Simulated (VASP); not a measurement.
Output of a VASP run:

### OSZICAR
```
...
   9 F= -.58368043E+01 E0= -.58362265E+01  d E =-.194979E-03
       N       E                     dE             d eps       ncg     rms          rms(c)
DAV:   1    -0.166577757617E+02   -0.39258E-02   -0.96197E-02  2466   0.257E+00    0.235E-01
DAV:   2    -0.166561841518E+02    0.15916E-02   -0.44368E-03  2940   0.881E-01    0.145E-01
DAV:   3    -0.166553947323E+02    0.78942E-03   -0.19309E-03  3054   0.587E-01    0.242E-02
DAV:   4    -0.166554137940E+02   -0.19062E-04   -0.39924E-04  2352   0.199E-01    0.100E-02
DAV:   5    -0.166554121950E+02    0.15990E-05   -0.10813E-05  3374   0.467E-02    0.260E-03
DAV:   6    -0.166554119444E+02    0.25057E-06   -0.11940E-06  1252   0.122E-02
  10 F= -.58371449E+01 E0= -.58365905E+01  d E =-.535562E-03
       N       E                     dE             d eps       ncg     rms          rms(c)
DAV:   1    -0.166661844850E+02   -0.10772E-01   -0.86137E-03  2526   0.159E+00    0.920E-02
DAV:   2    -0.166659298899E+02    0.25460E-03   -0.50281E-04  2532   0.411E-01    0.388E-02
DAV:   3    -0.166658784519E+02    0.51438E-04   -0.22097E-04  2854   0.250E-01    0.444E-03
DAV:   4    -0.166658775757E+02    0.87617E-06   -0.11450E-05  2504   0.361E-02    0.202E-03
DAV:   5    -0.166658774222E+02    0.15354E-06   -0.75160E-07  1106   0.155E-02
  11 F= -.58375420E+01 E0= -.58369992E+01  d E =-.397093E-03
       N       E                     dE             d eps       ncg     rms          rms(c)
DAV:   1    -0.166996686566E+02   -0.33791E-01   -0.77797E-02  2526   0.479E+00    0.276E-01
DAV:   2    -0.166973786814E+02    0.22900E-02   -0.44867E-03  2532   0.123E+00    0.116E-01
DAV:   3    -0.166969201579E+02    0.45852E-03   -0.19919E-03  2850   0.748E-01    0.134E-02
DAV:   4    -0.166969197909E+02    0.36698E-06   -0.10203E-04  2548   0.109E-01    0.606E-03
DAV:   5    -0.166969203750E+02   -0.58402E-06   -0.86341E-06  2550   0.468E-02
  12 F= -.58383426E+01 E0= -.58378344E+01  d E =-.119775E-02
       N       E                     dE             d eps       ncg     rms          rms(c)
DAV:   1    -0.167683577097E+02   -0.71438E-01   -0.31117E-01  2520   0.959E+00    0.550E-01
DAV:   2    -0.167592447161E+02    0.91130E-02   -0.17813E-02  2538   0.244E+00    0.232E-01
DAV:   3    -0.167574182495E+02    0.18265E-02   -0.79762E-03  2856   0.149E+00    0.270E-02
DAV:   4    -0.167574240078E+02   -0.57583E-05   -0.40290E-04  2562   0.217E-01    0.121E-02
DAV:   5    -0.167574281256E+02   -0.41178E-05   -0.35215E-05  2814   0.944E-02    0.113E-02
DAV:   6    -0.167574280136E+02    0.11204E-06   -0.90703E-06  1920   0.220E-02
  13 F= -.58381984E+01 E0= -.58377534E+01  d E =-.105350E-02
       N       E                     dE             d eps       ncg     rms          rms(c)
DAV:   1    -0.167289009773E+02    0.28527E-01   -0.84978E-02  2514   0.496E+00    0.290E-01
DAV:   2    -0.167263668388E+02    0.25341E-02   -0.49500E-03  2526   0.129E+00    0.122E-01
DAV:   3    -0.167258687531E+02    0.49809E-03   -0.21705E-03  2858   0.780E-01    0.141E-02
DAV:   4    -0.167258766550E+02   -0.79019E-05   -0.10844E-04  2554   0.111E-01    0.651E-03
DAV:   5    -0.167258797283E+02   -0.30733E-05   -0.93779E-06  2544   0.485E-02    0.587E-03
DAV:   6    -0.167258824902E+02   -0.27619E-05   -0.27529E-06  1854   0.118E-02    0.102E-03
DAV:   7    -0.167258827854E+02   -0.29521E-06   -0.55665E-07  1098   0.662E-03
  14 F= -.58385627E+01 E0= -.58380859E+01  d E =-.141780E-02
```

OUTCAR:
```
------------------------ aborting loop because EDIFF is reached ----------------------------------------
  FORCE on cell =-STRESS in cart. coord.  units (eV):
  Direction    XX          YY          ZZ          XY          YZ          ZX
  --------------------------------------------------------------------------------------
  Total       10.8887075     10.8886302     10.8288441     -0.0000000      0.0000000      0.0000000
  in kB      300.0382293    300.0361009    298.3886936     -0.0000001      0.0000000      0.0000000
  external PRESSURE =      -0.5123254 kB  Pullay stress =     300.0000000 kB
  volume of cell :       58.14
      direct lattice vectors                 reciprocal lattice vectors
     3.383307845 -0.000000000 -0.000000000     0.295568729  0.170647291  0.000000000
    -1.691653923  2.930020150  0.000000000     0.000000000  0.341294581 -0.000000000
    -0.000000000  0.000000000  5.865407585     0.000000000  0.000000000  0.170491136
 POSITION                                       TOTAL-FORCE (eV/Angst)
 -----------------------------------------------------------------------------------
      0.00000     -0.00000      0.00000         0.000000      0.000000     -0.000000
     -0.00000      0.00000      2.93270         0.000000      0.000000     -0.000000
     -0.00000      1.95335      1.46635         0.000000     -0.000000     -0.000000
      1.69166      0.97667      4.39906        -0.000000      0.000000      0.000000
 -----------------------------------------------------------------------------------
    total drift:                               -0.000000      0.000000      0.000000
  FREE ENERGIE OF THE ION-ELECTRON SYSTEM (eV)
  ---------------------------------------------------
  free  energy   TOTEN  =       -16.7258827854 eV

  energy  without entropy=      -16.7244524757  energy(sigma->0) =      -16.72540602
  enthalpy is  TOTEN    =        -5.8385626921 eV   P V=       10.8873200933

 reached required accuracy - stopping structural energy minimisation
```
(Selected blocks of OUTCAR.)

### POSCAR
```
BBi
1
    3.3464098408    -0.0000000001     0.0000000000
   -1.6732049206     2.8980727568     0.0000000000
    0.0000000000     0.0000000000     5.9735712555
B Bi
2 2
Direct
  0.0000000000   0.0000000000   0.0000000000
  0.0000000000   0.0000000000   0.5000000000
  0.3333330000   0.6666670000   0.2500000000
  0.6666670000   0.3333330000   0.7500000000
```

Question: Write an INCAR and KPOINTS that could have produced this output.

Answer: One answer among several that fit: the input of the run itself, PBEsol GGA, plane waves, VASP's PBE PAW potentials (set 64).

**KPOINTS**
```
Automatic
0
Gamma
 11 11 5
```

**INCAR**
```
SYSTEM = BBi
PREC = Accurate
ENCUT = 620
EDIFF = 1E-6
NELM = 100
ALGO = Normal
LREAL = .FALSE.
LASPH = .TRUE.
ISMEAR = 1
SIGMA = 0.1
GGA = PS
LMAXMIX = 4
LWAVE = .FALSE.
LCHARG = .FALSE.
IBRION = 2
ISIF = 3
NSW = 40
EDIFFG = -0.02
PSTRESS = 300
```

POTCAR, in this order: B Bi_d (PBE.64 set). Program: vasp_std.

The structure was generated: BBi was put into the NiAs type type (P6_3/mmc), which need not be its known phase. This run relaxes it under an external pressure of 30 GPa. Symmetry was kept, so distortions that lower it aren't found.
